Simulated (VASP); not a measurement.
An input for Quantum ESPRESSO's pw.x (written as the equivalent of a VASP run, and not itself run):

```
&CONTROL
  calculation = 'scf'
  pseudo_dir = './pseudo'
  outdir = './out'
  tprnfor = .true.
  tstress = .true.
/
&SYSTEM
  ibrav = 0
  nat = 3
  ntyp = 2
  ecutwfc = 84
  occupations = 'smearing'
  smearing = 'gaussian'
  degauss = 0.003675
  input_dft = 'pbe'
/
&ELECTRONS
  conv_thr = 7.3e-08
  electron_maxstep = 100
/
ATOMIC_SPECIES
  Pt 195.084 Pt.upf
  S 32.060 S.upf
CELL_PARAMETERS angstrom
     1.8054000   -3.1270450    0.0000000
     1.8054000    3.1270450    0.0000000
     0.0000000    0.0000000    5.1408000
ATOMIC_POSITIONS crystal
  Pt   0.0000000  0.0000000  0.0000000
  S    0.3333330  0.6666670  0.2300000
  S    0.6666670  0.3333330  0.7700000
K_POINTS automatic
  6 6 4 0 0 0
```

Translate this input to VASP (INCAR, KPOINTS, POSCAR, choice of POTCAR).

This is not unique; one that fits is 
INCAR:
```
ALGO=Normal
EDIFF=1E-6
ENCUT=725
GGA=PE
ISIF=2
ISMEAR=0
LASPH=.TRUE.
LCHARG=.FALSE.
LMAXMIX=6
LREAL=.FALSE.
LWAVE=.FALSE.
NELM=100
PREC=Accurate
SIGMA=0.05
SYSTEM=PtS2
```

### POSCAR
```
PtS2
1.0
  1.8054000000  -3.1270450000   0.0000000000
  1.8054000000   3.1270450000   0.0000000000
  0.0000000000   0.0000000000   5.1408000000
Pt S
1 2
direct
  0.0000000000   0.0000000000   0.0000000000
  0.3333330000   0.6666670000   0.2300000000
  0.6666670000   0.3333330000   0.7700000000
```

### KPOINTS
```
Automatic mesh
0
G
 6 6 4
```

POTCAR, in this order: Pt S (PBE.64 set). Program: vasp_std.

What does not carry over: the potentials are each code's own (VASP's PAW set, PseudoDojo norm-conserving files in pw.x), so ENCUT and ecutwfc are chosen apart and not converted; conv_thr bounds pw.x's estimated SCF error, while EDIFF bounds the energy change between steps.

The compound is PtS2 in the 1T layered structure. The cell was not relaxed at this level. The run is one of a series of settings (ENCUT = 725 against the base run), some of them coarse on purpose.
